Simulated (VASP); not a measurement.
Data:

```xyz
6
Lattice="4.4883 0.0000 0.0000 0.0000 4.4883 0.0000 0.0000 0.0000 3.0003" Properties=species:S:1:pos:R:3 pbc="T T T"
Mg     0.0000     0.0000     0.0000
Mg     2.2441     2.2441     1.5001
H      1.3654     1.3654     0.0000
H      3.6095     0.8788     1.5001
H      0.8788     3.6095     1.5001
H      3.1229     3.1229     0.0000
```

Calculation: optB86b-vdW, VASP's PBE PAW potentials (set 64) (plane waves; VASP). Numerical set-up: 520 eV cut-off, 5×5×7 Γ-centred mesh, Gaussian smearing of 0.050 eV, potentials Mg H.

Task: Estimate the energy per atom (σ→0).

Result: 
```yaml
energy per atom (σ→0): -2.502 eV/atom
```

The compound is MgH2 in the rutile structure. It was relaxed first.
